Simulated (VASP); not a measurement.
Level of theory: PBE GGA, VASP's PBE PAW potentials (set 64) (plane waves; VASP).

VASP ran on this input.

INCAR:
```
ALGO=Normal
EDIFF=1E-7
ENCUT=400
GGA=PE
ISIF=2
ISMEAR=-5
LASPH=T
LCHARG=T
LEFG=T
LMAXMIX=6
LORBIT=11
LREAL=F
LWAVE=F
NEDOS=601
NELM=100
PREC=Accurate
SYSTEM=WSe2
```

KPOINTS:
```
Automatic mesh
0
Gamma
9 9 2
0 0 0
```

File POSCAR:
```
WSe2
3.3239220
  0.5000001133  -0.8660254987   0.0000000000
  0.5000001133   0.8660254987   0.0000000000
  0.0000000000   0.0000000000   4.4397525193
W Se
2 4
Cart
  0.5000001133   0.2886757436   1.1099381298
  0.5000001133  -0.2886757436   3.3298143894
  0.5000001133   0.2886757436   3.8350198818
  0.5000001133  -0.2886757436   1.6151436221
  0.5000001133  -0.2886757436   0.6047326375
  0.5000001133   0.2886757436   2.8246088971
```

POTCAR, in this order: W_sv Se (PBE.64 set). Program: vasp_std.

What VASP printed:

**OUTCAR**
```
 ion  position               nearest neighbor table
   1  0.333  0.667  0.250-   4 2.55   5 2.55   4 2.55   5 2.55   4 2.55   5 2.55
   2  0.667  0.333  0.750-   3 2.55   6 2.55   3 2.55   6 2.55   3 2.55   6 2.55
   3  0.333  0.667  0.864-   2 2.55   2 2.55   2 2.55
   4  0.667  0.333  0.364-   1 2.55   1 2.55   1 2.55
   5  0.667  0.333  0.136-   1 2.55   1 2.55   1 2.55
   6  0.333  0.667  0.636-   2 2.55   2 2.55   2 2.55
  LATTYP: Found a hexagonal cell.
 ALAT       =     3.3239224614
 C/A-ratio  =     4.4397519029
 Subroutine PRICEL returns:
 Original cell was already a primitive cell.
 Subroutine GETGRP returns: Found 24 space group operations
The static configuration has the point symmetry D_3d.
 The point group associated with its full space group is D_6h.
The dynamic configuration has the point symmetry D_3d.
 Subroutine INISYM returns: Found 24 space group operations
 Subroutine IBZKPT returns following result:
 Found     24 irreducible k-points:

 Following reciprocal coordinates:
            Coordinates               Weight
  0.000000  0.000000  0.000000      1.000000
  0.111111  0.000000  0.000000      6.000000
  0.222222  0.000000  0.000000      6.000000
  0.333333  0.000000  0.000000      6.000000
  0.444444  0.000000  0.000000      6.000000
  0.111111  0.111111  0.000000      6.000000
  0.222222  0.111111  0.000000     12.000000
  0.333333  0.111111  0.000000     12.000000
  0.444444  0.111111  0.000000      6.000000
  0.222222  0.222222  0.000000      6.000000
  0.333333  0.222222  0.000000     12.000000
  0.333333  0.333333  0.000000      2.000000
  0.000000  0.000000  0.500000      1.000000
  0.111111  0.000000  0.500000      6.000000
  0.222222  0.000000  0.500000      6.000000
  0.333333  0.000000  0.500000      6.000000
  0.444444  0.000000  0.500000      6.000000
  0.111111  0.111111  0.500000      6.000000
...
```

File OSZICAR:
```
       N       E                     dE             d eps       ncg     rms          rms(c)
DAV:   1     0.452066793421E+03    0.45207E+03   -0.25099E+04  1712   0.132E+03
DAV:   2    -0.164953299260E+02   -0.46856E+03   -0.45871E+03  1802   0.374E+02
DAV:   3    -0.445229621711E+02   -0.28028E+02   -0.27828E+02  1809   0.857E+01
DAV:   4    -0.452757790483E+02   -0.75282E+00   -0.75039E+00  1868   0.142E+01
DAV:   5    -0.452947862491E+02   -0.19007E-01   -0.18998E-01  1930   0.217E+00    0.285E+01
DAV:   6    -0.436759521210E+02    0.16188E+01   -0.11959E+01  1698   0.188E+01    0.101E+01
DAV:   7    -0.434177686184E+02    0.25818E+00   -0.48292E+00  1763   0.903E+00    0.556E+00
DAV:   8    -0.432529722810E+02    0.16480E+00   -0.69275E-01  1999   0.467E+00    0.107E+00
DAV:   9    -0.432548292694E+02   -0.18570E-02   -0.59724E-02  1882   0.124E+00    0.746E-01
DAV:  10    -0.432542311348E+02    0.59813E-03   -0.17038E-02  1969   0.837E-01    0.172E-01
DAV:  11    -0.432541537955E+02    0.77339E-04   -0.21081E-03  1816   0.288E-01    0.129E-01
DAV:  12    -0.432541844966E+02   -0.30701E-04   -0.12156E-04  1941   0.534E-02    0.790E-02
DAV:  13    -0.432542122731E+02   -0.27777E-04   -0.10643E-04  2010   0.558E-02    0.623E-03
DAV:  14    -0.432542170618E+02   -0.47887E-05   -0.72425E-06  1782   0.148E-02    0.698E-03
DAV:  15    -0.432542176580E+02   -0.59620E-06   -0.58704E-07  1599   0.357E-03    0.307E-03
DAV:  16    -0.432542177722E+02   -0.11412E-06   -0.13331E-07  1325   0.196E-03    0.930E-04
DAV:  17    -0.432542178208E+02   -0.48671E-07   -0.48798E-08  1185   0.105E-03
   1 F= -.43254218E+02 E0= -.43254218E+02  d E =0.000000E+00
```

OUTCAR:
```
------------------------ aborting loop because EDIFF is reached ----------------------------------------
  FORCE on cell =-STRESS in cart. coord.  units (eV):
  Direction    XX          YY          ZZ          XY          YZ          ZX
  --------------------------------------------------------------------------------------
  Total       -0.0647792     -0.0647792      0.0664741      0.0000000      0.0000000     -0.0000000
  in kB       -0.7350288     -0.7350286      0.7542596      0.0000000      0.0000000     -0.0000000
  external PRESSURE =      -0.2385993 kB  Pullay stress =       0.0000000 kB
  volume of cell :      141.20
      direct lattice vectors                 reciprocal lattice vectors
     1.661961377 -2.878601208  0.000000000     0.300849350 -0.173695474  0.000000000
     1.661961377  2.878601208  0.000000000     0.300849350  0.173695474  0.000000000
     0.000000000  0.000000000 14.757391073     0.000000000  0.000000000  0.067762655
 POSITION                                       TOTAL-FORCE (eV/Angst)
 -----------------------------------------------------------------------------------
      1.66196      0.95954      3.68935        -0.000000      0.000000      0.000000
      1.66196     -0.95954     11.06804         0.000000     -0.000000      0.000000
      1.66196      0.95954     12.74731         0.000000     -0.000000      0.004512
      1.66196     -0.95954      5.36861        -0.000000     -0.000000      0.004512
      1.66196     -0.95954      2.01008         0.000000      0.000000     -0.004512
      1.66196      0.95954      9.38878        -0.000000     -0.000000     -0.004512
 -----------------------------------------------------------------------------------
    total drift:                               -0.000148      0.001118     -0.000034
  FREE ENERGIE OF THE ION-ELECTRON SYSTEM (eV)
  ---------------------------------------------------
  free  energy   TOTEN  =       -43.2542178208 eV

  energy  without entropy=      -43.2542178208  energy(sigma->0) =      -43.25421782

 total charge

# of ion       s       p       d       tot
------------------------------------------
    1        2.307   6.267   3.348  11.922
    2        2.307   6.267   3.348  11.922
    3        1.474   2.345   0.066   3.884
    4        1.474   2.345   0.066   3.884
    5        1.474   2.345   0.066   3.884
    6        1.474   2.345   0.066   3.884
--------------------------------------------------
tot         10.509  21.913   6.958  39.381
```
(Selected blocks of OUTCAR.)

Without a dispersion term in the relaxation, distances and binding between the weakly bound layers, chains or molecules are unreliable, and so is what depends on them.

The compound is WSe2 in the 2H layered structure. It was relaxed first, which changed the volume by +17 %.
